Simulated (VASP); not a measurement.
These are PBE GGA, VASP's PBE PAW potentials (set 64) (plane waves; VASP) values and carry that method's errors.

The input files of a VASP run:

POSCAR:
```
CdSe
1.0
  0.0000000000   3.0956650791   3.0956650791
  3.0956650791   0.0000000000   3.0956650791
  3.0956650791   3.0956650791   0.0000000000
Cd Se
1 1
Cartesian
  3.0956650791   6.1913301582   3.0956650791
  1.5478325396   1.5478325396   1.5478325396
```

KPOINTS:
```
kpoints
0
G
  8 8 8
```

**INCAR**
```
SYSTEM  =  CdSe
PREC  =  Accurate; ENCUT  =  480; LREAL  =  F
LASPH  =  T
EDIFF  =  1E-7; NELM  =  100; ALGO  =  Normal
LMAXMIX  =  4
ISMEAR  =  0; SIGMA  =  0.05
GGA  =  PE
ISIF  =  2
LWAVE  =  F; LCHARG  =  F
```

POTCAR, in this order: Cd Se (PBE.64 set). Program: vasp_std.

Problem. Estimate the energy per atom (σ→0), band gap (on the k-mesh).

Solution. 
```
Quantity                           Value
------------------------  --------------
energy per atom (σ→0)     -2.749 eV/atom
band gap (on the k-mesh)         0.50 eV
```

File OSZICAR:
```
...
DAV:   8    -0.549859146224E+01   -0.83050E-03   -0.13816E-02   789   0.172E+00    0.237E-01
DAV:   9    -0.549875301635E+01   -0.16155E-03   -0.19494E-03   854   0.639E-01    0.480E-02
DAV:  10    -0.549882655118E+01   -0.73535E-04   -0.22093E-04   819   0.212E-01    0.460E-02
DAV:  11    -0.549887576804E+01   -0.49217E-04   -0.88139E-05   769   0.733E-02    0.153E-02
DAV:  12    -0.549887447590E+01    0.12921E-05   -0.71469E-06   888   0.380E-02    0.474E-03
DAV:  13    -0.549887521862E+01   -0.74273E-06   -0.24034E-06   764   0.111E-02    0.325E-03
DAV:  14    -0.549887521595E+01    0.26696E-08   -0.75150E-08   627   0.217E-03
   1 F= -.54988752E+01 E0= -.54988752E+01  d E =-.165701E-13
```

The compound is CdSe in the zinc blende structure, whereas wurtzite is the usual form. It was relaxed first, which changed the volume by +7 %.
